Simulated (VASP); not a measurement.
Runs of VASP 6.6.1 on LiMgBN2. Symmetry: C2, No. 5, monoclinic system. Conventional cell: a = 5.401 Å, b = 5.401 Å, c = 5.200 Å, α = 90.00°, β = 121.29°, γ = 90.00°. Around Li (site symmetry 2) lie 4 N at 2.02 to 2.18 Å. Around Mg (site symmetry 2) lie 4 N at 2.02 to 2.18 Å. B (site symmetry 2) has 2 N at 1.35 Å as nearest neighbours. N (site symmetry 1) has 1 B at 1.35 Å as nearest neighbours. The cell comes from a database or a generator and needn't be the stable form of this composition.

| cell | further INCAR settings | gap on the mesh (eV) | largest force (eV/Å) |
| --- | --- | --- | --- |
| all N atoms moved +0.125 Å, as atom 4 along Cartesian [1 -1 0] | ALGO = Fast; EDIFF = 1e-07; NBANDS = 17 | (c) | 1.23 |
| all N atoms moved -0.250 Å, as atom 4 along Cartesian [1 -1 0] | ALGO = Fast; EDIFF = 1e-07; NBANDS = 17 | 2.27 | 2.73 |
| all N atoms moved +0.438 Å, as atom 4 along Cartesian [1 -1 0] | ALGO = Fast; EDIFF = 1e-07; NBANDS = 17 | (b) | 5.56 |
| all N atoms moved -0.500 Å, as atom 4 along Cartesian [1 -1 0] | ALGO = Fast; EDIFF = 1e-06; NBANDS = 17 | 1.46 | (a) |

Alike in all rows: task single point; level PBE; potentials or basis VASP PAW PBE potentials, release 64 (Li_sv, Mg, B, N); no spin polarisation; k mesh 8 × 8 × 8; cutoff (eV) 520; smearing gaussian 0.05 eV.

Q: Estimate the missing entries.

A: (a) 6.58; (b) 1.68; (c) 2.53.

Caveats: forces of over 1 eV/Å show positions far from the minimum, so gaps and moduli don't describe the material at rest.

A k mesh can miss the band edges.

Not every run made on this cell is shown here.
